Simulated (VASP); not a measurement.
Input:

```
CELL_PARAMETERS angstrom
      0.00000     2.75216     2.75216
      2.75216     0.00000     2.75216
      2.75216     2.75216     0.00000
ATOMIC_POSITIONS crystal
  Li 0.00000 0.00000 0.00000
  Br 0.50000 0.50000 0.50000
```

All values below come from Hartree-Fock, VASP's PBE PAW potentials (set 64) (plane waves; VASP). Numerical set-up: 520 eV cut-off, 6×6×6 Γ-centred mesh, Gaussian smearing of 0.050 eV, potentials Li_sv Br.

### Question
What does the run give for the energy per atom (σ→0), pressure, band gap (over the mesh, the named points and PBE's band edges) with the smallest direct gap where there is one?

### Answer

| Quantity | Result |
|---|---|
| band gap (over the mesh, the named points and PBE's band edges) | 13.03 eV |
| smallest direct gap (over the mesh, the named points and PBE's band edges) | 13.03 eV |
| energy per atom (σ→0) | -5.753 eV/atom |
| pressure | 2.21 GPa |

The compound is LiBr in the rock salt structure. It was relaxed first.
